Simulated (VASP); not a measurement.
# BeC2 (I4/mmm) in VASP: notebook, part 2 of 2

VASP 6.6.1. Earlier steps stand in the parts before.

**5. Relaxation of cell and atoms, PBEsol, target pressure 41 GPa, at which the enthalpy is minimised**

Contents of INCAR:

```
PREC = Accurate
ENCUT = 600
EDIFF = 1E-6
ISMEAR = 0
SIGMA = 0.01
LREAL = F
LASPH = T
NELM = 80
ALGO = Fast
ISIF = 3
LWAVE = F
LCHARG = F
GGA = PS
IBRION = 2
NSW = 80
EDIFFG = -0.001
PSTRESS = 410.0
```

Contents of KPOINTS:

```
regular mesh
0
Gamma
  10 10 10
```

Contents of POSCAR:

```
BeC2
1.0
   -1.8053396321      1.8053396321      2.3338137494
    1.8053396321     -1.8053396321      2.3338137494
    1.8053396321      1.8053396321     -2.3338137494
Be C
1 2
Direct
    0.0000000000      0.0000000000      0.0000000000
    0.6339862749      0.6339862749      0.0000000000
    0.3660137251      0.3660137251      0.0000000000
```

On the command line:

```
> cat potpaw_PBE.64/Be/POTCAR potpaw_PBE.64/C/POTCAR > POTCAR
> mpirun -np 1 vasp_std > vasp.out
```

Wall time 3.1 min (1 thread of Intel Xeon 6975P-C (Granite Rapids), shared host); peak memory 0.19 GiB.

It converged, with:

- Free energy: -19.5960 eV
- Relaxed volume: 6.50 Å³/atom
- Relaxed cell: a = 3.111 Å, b = 3.111 Å, c = 3.111 Å, α = 124.86°, β = 124.86°, γ = 81.77°
- Space group after relaxing (to 0.05 Å): I4/mmm (No. 139)
- Energy change on relaxing (the enthalpy is what falls): +334.2 meV/atom
- Ionic steps: 23
- Pressure after relaxing: 41.0 GPa
- Band gap on the k mesh: none (metal or under the smearing width)

Step by step:
| step | energy change (eV) | largest force (eV/Å) | pressure (GPa) | volume (Å³) |
| --- | --- | --- | --- | --- |
| 1 | 0.0000 | 0.1199 | 0.19 | 30.43 |
| 2 | 2.7258 | 12.7209 | 120.95 | 20.41 |
| 3 | 0.5573 | 5.1880 | 40.30 | 25.19 |
| 4 | 1.0005 | 4.6647 | 43.75 | 22.13 |
| 5 | 0.7822 | 2.8338 | 41.57 | 22.86 |
| 6 | 0.7487 | 2.1982 | 41.13 | 21.87 |
| 7 | 0.8775 | 0.9761 | 41.89 | 20.37 |
| 8 | 1.6710 | 0.1177 | 59.14 | 17.38 |
| 9 | 1.2232 | 0.4074 | 49.71 | 18.72 |
| 10 | 1.1343 | 0.4971 | 47.47 | 19.06 |
| 11 | 1.1623 | 0.3968 | 48.14 | 18.95 |
| 12 | 1.0555 | 0.2697 | 44.19 | 19.31 |
| 13 | 0.9876 | 0.0325 | 41.18 | 19.56 |
| 14 | 0.9908 | 0.0176 | 41.32 | 19.55 |
| 15 | 0.9928 | 0.1993 | 40.50 | 19.54 |
| 16 | 0.9925 | 0.1699 | 40.62 | 19.54 |
| 17 | 0.9947 | 0.1004 | 40.70 | 19.53 |
| 18 | 0.9986 | 0.0072 | 40.83 | 19.51 |
| 19 | 0.9996 | 0.0057 | 40.86 | 19.51 |
| 20 | 1.0025 | 0.0030 | 40.98 | 19.50 |
| 21 | 1.0026 | 0.0027 | 40.99 | 19.50 |
| 22 | 1.0028 | 0.0035 | 41.03 | 19.50 |
| 23 | 1.0027 | 0.0007 | 41.00 | 19.50 |

Final structure:
```
Be C
1.0
    -1.43975    1.43975    2.35161
     1.43975   -1.43975    2.35161
     1.43975    1.43975   -2.35161
Be C
1 2
Direct
  0.00000 0.00000 0.00000
  0.63430 0.63430 0.00000
  0.36570 0.36570 0.00000
```

Levels at points of the mesh, in eV from the Fermi level:
```tsv
k point	band 2	band 3	band 4	band 5	band 6	band 7	band 8	band 9
(0.00, 0.00, 0.00)	-6.41	-1.76	-1.41	-1.41	1.78	1.78	7.06	10.47
(0.50, 0.00, 0.00)	-10.88	-6.30	-2.53	-1.81	3.19	4.13	7.39	9.29
(0.50, 0.50, 0.00)	-9.79	-6.82	-4.93	-4.64	-2.34	8.71	9.96	11.05
(0.50, 0.50, 0.50)	-12.37	-5.54	-5.54	-0.89	6.16	6.18	8.86	8.86
```

Caveat: the cell is relaxed towards a set pressure, so the enthalpy falls and the energy may rise; the standard files for N, O and F lose accuracy on very short bonds; the volume moved by over 15 % at a fixed basis, so the end points are rough; the PAW data sets were made with another functional, which shifts forces and pressure a little.

**6. Single point, PBEsol**

This run uses another cell than the first one, of 8.33 Å³/atom, 0.822 times its volume.

Contents of INCAR:

```
PREC     = Accurate       # precision mode
ENCUT    = 520            # plane-wave cutoff, eV
EDIFF    = 1E-6           # SCF threshold, eV
ISMEAR   = 0              # smearing method
SIGMA    = 0.1            # smearing width, eV
LREAL    = False          # projectors in reciprocal space
LASPH    = True           # aspherical terms in the spheres
NELM     = 80             # most SCF steps
ALGO     = Normal         # electronic algorithm
ISIF     = 2              # what is computed and relaxed
LWAVE    = False          # write WAVECAR
LCHARG   = False          # write CHGCAR
GGA      = PS             # functional
NBANDS   = 12             # bands
```

Contents of KPOINTS:

```
regular mesh
0
Gamma
  8 8 8
```

Contents of POSCAR:

```
BeC2
1.0
   -1.5568744824      1.5568744824      2.5773090488
    1.5568744824     -1.5568744824      2.5773090488
    1.5568744824      1.5568744824     -2.5773090488
Be C
1 2
Direct
    0.0000000000      0.0000000000      0.0000000000
    0.5978927200      0.5978927200      0.0000000000
    0.4021072800      0.4021072800      0.0000000000
```

Potentials or basis: VASP PAW PBE potentials, release 64 (Be, C).

On the command line:

```
> cat potpaw_PBE.64/Be/POTCAR potpaw_PBE.64/C/POTCAR > POTCAR
> mpirun -np 1 vasp_std > vasp.out
```

OUTCAR:

```text
PREC = Accurate
   ENCUT = 520
   EDIFF = 1E-6
   ISMEAR = 0
   LREAL = False
   LASPH = True
   NELM = 80
   ISIF = 2
   GGA = PS

 ion  position               nearest neighbor table
   1  0.000  0.000  0.000-   2 2.07   3 2.07
   2  0.598  0.598  0.000-   3 1.01   1 2.07
   3  0.402  0.402  0.000-   2 1.01   1 2.07

 -----------------------------------------------------------------------------
|                                                                             |
[... 574 lines left out ...]
  --------------------------------------------------------------------------------------
  -------------------------------------------------------------------------------------
  Total        0.9409317      0.9409317     36.7877971      0.0000000      0.0000000      0.0000000
  in kB       60.3302284     60.3302284   2358.7432713      0.0000000      0.0000000      0.0000000
  external PRESSURE =     826.4679094 kB  Pullay stress =       0.0000000 kB

 VOLUME and BASIS-vectors are now :
 -----------------------------------------------------------------------------
  energy-cutoff  :      520.00
  volume of cell :       24.99
      direct lattice vectors                 reciprocal lattice vectors
    -1.556874482  1.556874482  2.577309049     0.000000000  0.321156269  0.194000793
     1.556874482 -1.556874482  2.577309049     0.321156269  0.000000000  0.194000793
     1.556874482  1.556874482 -2.577309049     0.321156269  0.321156269  0.000000000

 POSITION                                       TOTAL-FORCE (eV/Angst)
 -----------------------------------------------------------------------------------
      0.00000      0.00000      0.00000        -0.000000     -0.000000      0.000000
      0.00000      0.00000      3.08191         0.000000      0.000000     43.727900
      0.00000      0.00000      2.07271         0.000000      0.000000    -43.727900
 -----------------------------------------------------------------------------------
    total drift:                               -0.000000     -0.000000      0.000000

  FREE ENERGIE OF THE ION-ELECTRON SYSTEM (eV)
  ---------------------------------------------------
  free  energy   TOTEN  =       -15.5732082770 eV

  energy  without entropy=      -15.5732082770  energy(sigma->0) =      -15.57320828
```

Wall time 10 s (1 thread of Intel Xeon 6975P-C (Granite Rapids), shared host); peak memory 0.15 GiB.

Results:

- Free energy: -15.5732 eV
- Pressure: 82.6 GPa
- Largest force: 43.728 eV/Å
- Band gap on the k mesh: 1.11 eV, indirect (least direct gap 1.50 eV)

Forces on the atoms (eV/Å):
```
Be    0.000   0.000   0.000
C     0.000   0.000  43.728
C     0.000   0.000 -43.728
```

Caveat: a pressure of tens of GPa on the cell as given is suspect, and the run, the potentials or the cell itself is likely at fault; the standard files for N, O and F lose accuracy on very short bonds; the PAW data sets were made with another functional, which shifts forces and pressure a little. As with any semilocal functional, this PBEsol gap is likely too small.

**7. The runs side by side**

| task | cell | k mesh | cutoff (eV) | smearing | target pressure | gap on the mesh (eV) | pressure (GPa) | largest force (eV/Å) |
| --- | --- | --- | --- | --- | --- | --- | --- | --- |
| single point | I4/mmm, 10.14 Å³/atom | 10 × 10 × 10 | 520 | gaussian 0.02 eV | - | 2.14 | 0.3 | 0.13 |
| relaxation of cell and atoms | relaxed | 10 × 10 × 10 | 600 | gaussian 0.02 eV | - | 2.09 | 0.0 | - |
| single point | I4/mmm, 6.85 Å³/atom | 10 × 10 × 10 | 520 | gaussian 0.01 eV | - | none | 38.5 | 0.93 |
| relaxation of cell and atoms | relaxed to 41 GPa | 10 × 10 × 10 | 600 | gaussian 0.01 eV | 41 GPa | none | 41.0 | - |
| single point | I4/mmm, 8.33 Å³/atom | 8 × 8 × 8 | 520 | gaussian 0.1 eV | - | 1.11 | 82.6 | 43.73 |

Alike in all rows: level PBEsol; potentials or basis VASP PAW PBE potentials, release 64 (Be, C); no spin polarisation.

On the cell as given the gap runs from zero (PBEsol) to 2.14 eV (PBEsol); the meshes differ, which moves gaps too.

Caveats: the standard files for N, O and F lose accuracy on very short bonds; the PAW data sets were made with another functional, which shifts forces and pressure a little; a pressure of tens of GPa on the cell as given is suspect, and the run, the potentials or the cell itself is likely at fault (some runs); the cell is relaxed towards a set pressure, so the enthalpy falls and the energy may rise (some runs); the volume moved by over 15 % at a fixed basis, so the end points are rough (some runs).

Absolute energies hang on the potentials; compare differences alone.
